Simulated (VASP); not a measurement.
Consider the following.

```
CELL_PARAMETERS angstrom
     -1.66182     1.66182     1.66182
      1.66182    -1.66182     1.66182
      1.66182     1.66182    -1.66182
ATOMIC_POSITIONS crystal
  Nb 0.00000 0.00000 0.00000
```

These are revPBE GGA, VASP's PBE PAW potentials (set 64) (plane waves; VASP) values and carry that method's errors. Settings: 520 eV cut-off, Gaussian smearing of 0.050 eV, potentials Nb_sv.

### Question
Give the energies of bands 5 to 9 at the high-symmetry points, in eV from the Fermi level.

### Answer

| band | Γ | H | N | P |
|---|---|---|---|---|
| 5 | -5.89 | -3.60 | -3.63 | -1.07 |
| 6 | 0.39 | -3.60 | -1.59 | -1.07 |
| 7 | 0.39 | 5.48 | 2.19 | -1.07 |
| 8 | 0.39 | 5.48 | 3.25 | 4.05 |
| 9 | 3.23 | 5.48 | 3.92 | 4.05 |

It has no gap at this level: it comes out as a metal or semimetal.

The compound is Nb in the bcc structure. It was relaxed first.
